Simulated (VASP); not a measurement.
A convergence study with VASP on TiO2 (rutile): one setting is varied, all else stays as given below, so the limit is that of these other settings.

```xyz
6
Lattice="4.5900 0.0000 0.0000 0.0000 4.5900 0.0000 0.0000 0.0000 2.9600" Properties=species:S:1:pos:R:3 pbc="T T T"
Ti     0.0000     0.0000     0.0000
Ti     2.2950     2.2950     1.4800
O      1.4000     1.4000     0.0000
O      3.6949     0.8951     1.4800
O      0.8951     3.6949     1.4800
O      3.1900     3.1900     0.0000
```

Level of theory: LDA (Ceperley-Alder, Perdew-Zunger), VASP's LDA PAW potentials (set 64) (plane waves; VASP). The tightest run used: 700 eV cut-off, 12×12×16 Γ-centred mesh, tetrahedra with Blöchl corrections, potentials Ti_sv O.

Gaps are read on the run's mesh, which can miss a band edge.

**Question.** The settings run are 2×2×3 mesh; 3×3×4 mesh; 4×4×5 mesh; 4×4×6 mesh; 5×5×7 mesh; 6×6×8 mesh; 7×7×9 mesh; 8×8×10 mesh; 8×8×11 mesh; 9×9×12 mesh; 10×10×13 mesh; 10×10×14 mesh; 11×11×15 mesh; 12×12×16 mesh. From which on does the stress (every component) stay within 0.5 GPa of the tightest run?

**Answer.** From 3×3×4 mesh on: it is off by 0.41 there and by no more than 0.5 in any finer run, while 2×2×3 mesh is off by 0.79.
```json
[
 {"setting": "2×2×3 mesh", "E (eV/atom)": "-9.7786", "pressure (GPa)": "-6.88", "largest force (eV/Å)": "0.021", "gap on the mesh (eV)": "1.744", "irreducible k-points": "6", "difference judged (GPa)": "0.79"},
 {"setting": "3×3×4 mesh", "E (eV/atom)": "-9.7917", "pressure (GPa)": "-7.05", "largest force (eV/Å)": "0.008", "gap on the mesh (eV)": "1.778", "irreducible k-points": "9", "difference judged (GPa)": "0.41"},
 {"setting": "4×4×5 mesh", "E (eV/atom)": "-9.7937", "pressure (GPa)": "-7.11", "largest force (eV/Å)": "0.002", "gap on the mesh (eV)": "1.784", "irreducible k-points": "18", "difference judged (GPa)": "0.09"},
 {"setting": "4×4×6 mesh", "E (eV/atom)": "-9.7939", "pressure (GPa)": "-7.11", "largest force (eV/Å)": "0.004", "gap on the mesh (eV)": "1.784", "irreducible k-points": "24", "difference judged (GPa)": "0.03"},
 {"setting": "5×5×7 mesh", "E (eV/atom)": "-9.7940", "pressure (GPa)": "-7.11", "largest force (eV/Å)": "0.004", "gap on the mesh (eV)": "1.785", "irreducible k-points": "24", "difference judged (GPa)": "0.02"},
 {"setting": "6×6×8 mesh", "E (eV/atom)": "-9.7941", "pressure (GPa)": "-7.11", "largest force (eV/Å)": "0.005", "gap on the mesh (eV)": "1.785", "irreducible k-points": "50", "difference judged (GPa)": "0.00"},
 {"setting": "7×7×9 mesh", "E (eV/atom)": "-9.7941", "pressure (GPa)": "-7.12", "largest force (eV/Å)": "0.005", "gap on the mesh (eV)": "1.785", "irreducible k-points": "50", "difference judged (GPa)": "0.00"},
 {"setting": "8×8×10 mesh", "E (eV/atom)": "-9.7941", "pressure (GPa)": "-7.11", "largest force (eV/Å)": "0.005", "gap on the mesh (eV)": "1.785", "irreducible k-points": "90", "difference judged (GPa)": "0.00"},
 {"setting": "8×8×11 mesh", "E (eV/atom)": "-9.7941", "pressure (GPa)": "-7.11", "largest force (eV/Å)": "0.005", "gap on the mesh (eV)": "1.785", "irreducible k-points": "90", "difference judged (GPa)": "0.00"},
 {"setting": "9×9×12 mesh", "E (eV/atom)": "-9.7941", "pressure (GPa)": "-7.11", "largest force (eV/Å)": "0.005", "gap on the mesh (eV)": "1.785", "irreducible k-points": "105", "difference judged (GPa)": "0.00"},
 {"setting": "10×10×13 mesh", "E (eV/atom)": "-9.7941", "pressure (GPa)": "-7.11", "largest force (eV/Å)": "0.005", "gap on the mesh (eV)": "1.785", "irreducible k-points": "147", "difference judged (GPa)": "0.00"},
 {"setting": "10×10×14 mesh", "E (eV/atom)": "-9.7941", "pressure (GPa)": "-7.11", "largest force (eV/Å)": "0.005", "gap on the mesh (eV)": "1.785", "irreducible k-points": "168", "difference judged (GPa)": "0.00"},
 {"setting": "11×11×15 mesh", "E (eV/atom)": "-9.7941", "pressure (GPa)": "-7.11", "largest force (eV/Å)": "0.005", "gap on the mesh (eV)": "1.785", "irreducible k-points": "168", "difference judged (GPa)": "0.00"},
 {"setting": "12×12×16 mesh", "E (eV/atom)": "-9.7941", "pressure (GPa)": "-7.12", "largest force (eV/Å)": "0.005", "gap on the mesh (eV)": "1.785", "irreducible k-points": "252", "difference judged (GPa)": "0.00"}
]
```

Left out are rungs that failed or repeat a setting and relaxations that didn't move; long series are thinned to 24 rows.

The compound is TiO2 in the rutile structure. The cell was not relaxed at this level.
